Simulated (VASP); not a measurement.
Method: revPBE GGA, VASP's PBE PAW potentials (set 64) (plane waves; VASP).

The input files of a VASP run:

### POSCAR
```
Ru
1.0
  1.3657723722  -2.3655872997   0.0000000000
  1.3657723722   2.3655872997   0.0000000000
  0.0000000000   0.0000000000   4.3040727055
Ru
2
Cartesian
  1.3657723722   0.7885306770   1.0760181764
  1.3657723722  -0.7885306770   3.2280545291
```

INCAR:
```
SYSTEM = Ru
PREC = Accurate; ENCUT = 520; LREAL = F
LASPH = T
EDIFF = 1E-7; NELM = 100; ALGO = Normal
LMAXMIX = 4
ISMEAR = 1; SIGMA = 0.1
GGA = RE
IBRION = 2; NSW = 30; ISIF = 4
EDIFFG = -0.01
LWAVE = F; LCHARG = F
```

**KPOINTS**
```
K-points
0
Gamma
  15 15 9
```

POTCAR, in this order: Ru_pv (PBE.64 set). Program: vasp_std.

Output of the run:

File OSZICAR:
```
       N       E                     dE             d eps       ncg     rms          rms(c)
DAV:   1     0.285365762505E+03    0.28537E+03   -0.18014E+04  4868   0.172E+03
DAV:   2    -0.119727257451E+02   -0.29734E+03   -0.29195E+03  5100   0.494E+02
DAV:   3    -0.186577566917E+02   -0.66850E+01   -0.64504E+01  5174   0.788E+01
DAV:   4    -0.187346752987E+02   -0.76919E-01   -0.76627E-01  5792   0.722E+00
DAV:   5    -0.187358602069E+02   -0.11849E-02   -0.11849E-02  5352   0.864E-01    0.163E+01
DAV:   6    -0.175348970202E+02    0.12010E+01   -0.33904E+00  4906   0.191E+01    0.423E+00
DAV:   7    -0.174599310580E+02    0.74966E-01   -0.24485E-01  4992   0.468E+00    0.107E+00
DAV:   8    -0.174529072609E+02    0.70238E-02   -0.69802E-03  5174   0.962E-01    0.109E-01
DAV:   9    -0.174530395506E+02   -0.13229E-03   -0.43456E-04  6862   0.209E-01    0.588E-02
DAV:  10    -0.174530484345E+02   -0.88839E-05   -0.20822E-05  5180   0.508E-02    0.155E-02
DAV:  11    -0.174530529828E+02   -0.45483E-05   -0.18542E-06  5282   0.154E-02    0.324E-03
DAV:  12    -0.174530524477E+02    0.53517E-06   -0.62144E-08  2734   0.281E-03    0.383E-04
DAV:  13    -0.174530524531E+02   -0.54761E-08   -0.72245E-09  2488   0.730E-04
   1 F= -.17453052E+02 E0= -.17452526E+02  d E =-.174531E+02
       N       E                     dE             d eps       ncg     rms          rms(c)
DAV:   1    -0.174621150401E+02   -0.90626E-02   -0.34374E-01  4908   0.510E+00    0.578E-01
DAV:   2    -0.174547110427E+02    0.74040E-02   -0.10491E-02  4910   0.960E-01    0.236E-01
DAV:   3    -0.174532402576E+02    0.14708E-02   -0.49201E-03  5870   0.489E-01    0.526E-02
DAV:   4    -0.174532452247E+02   -0.49671E-05   -0.14572E-04  5820   0.142E-01    0.315E-02
DAV:   5    -0.174532468225E+02   -0.15979E-05   -0.14700E-05  6612   0.294E-02    0.122E-02
DAV:   6    -0.174532468044E+02    0.18139E-07   -0.14675E-06  5172   0.143E-02    0.163E-03
DAV:   7    -0.174532468023E+02    0.20541E-08   -0.69029E-08  2582   0.260E-03
   2 F= -.17453247E+02 E0= -.17452831E+02  d E =-.194349E-03
       N       E                     dE             d eps       ncg     rms          rms(c)
DAV:   1    -0.174547738555E+02   -0.15271E-02   -0.53520E-02  4904   0.201E+00    0.228E-01
DAV:   2    -0.174536229841E+02    0.11509E-02   -0.16242E-03  4898   0.387E-01    0.935E-02
DAV:   3    -0.174533940584E+02    0.22893E-03   -0.77697E-04  5886   0.195E-01    0.210E-02
DAV:   4    -0.174533948148E+02   -0.75633E-06   -0.23263E-05  5820   0.568E-02    0.125E-02
DAV:   5    -0.174533951836E+02   -0.36882E-06   -0.23721E-06  6628   0.112E-02    0.541E-03
DAV:   6    -0.174533951175E+02    0.66045E-07   -0.30486E-07  3352   0.668E-03
   3 F= -.17453395E+02 E0= -.17452924E+02  d E =-.342664E-03
```

**OUTCAR**
```
------------------------ aborting loop because EDIFF is reached ----------------------------------------
  FORCE on cell =-STRESS in cart. coord.  units (eV):
  Direction    XX          YY          ZZ          XY          YZ          ZX
  --------------------------------------------------------------------------------------
  Total       -0.0270168     -0.0270168     -0.0232173      0.0000000      0.0000000      0.0000000
  in kB       -1.5563878     -1.5563880     -1.3375051      0.0000000      0.0000000      0.0000000
  external PRESSURE =      -1.4834270 kB  Pullay stress =       0.0000000 kB
  volume of cell :       27.81
      direct lattice vectors                 reciprocal lattice vectors
     1.364013713 -2.362541212 -0.000000000     0.366565230 -0.211636520 -0.000000000
     1.364013713  2.362541212  0.000000000     0.366565230  0.211636520  0.000000000
     0.000000000 -0.000000000  4.315178574     0.000000000 -0.000000000  0.231740120
 POSITION                                       TOTAL-FORCE (eV/Angst)
 -----------------------------------------------------------------------------------
      1.36401      0.78752      1.07879         0.000000     -0.000000      0.000000
      1.36401     -0.78752      3.23638        -0.000000      0.000000      0.000000
 -----------------------------------------------------------------------------------
    total drift:                               -0.000000      0.000519     -0.000045
  FREE ENERGIE OF THE ION-ELECTRON SYSTEM (eV)
  ---------------------------------------------------
  free  energy   TOTEN  =       -17.4533951175 eV

  energy  without entropy=      -17.4519818918  energy(sigma->0) =      -17.45292404

 reached required accuracy - stopping structural energy minimisation
```
(Selected blocks of OUTCAR.)

CONTCAR:
```
Ru
   1.00000000000000
     1.3640137128114813   -2.3625412115988333   -0.0000000000000000
     1.3640137128114813    2.3625412115988333    0.0000000000000000
     0.0000000000000000   -0.0000000000000000    4.3151785735934505
  Ru
     2
Direct
     0.3333330000000032    0.6666669999999968    0.2500000000000000
     0.6666669999999968    0.3333330000000032    0.7500000000000000
```

The compound is Ru in the hcp structure. This run relaxes it. Symmetry was kept, so distortions that lower it aren't found.
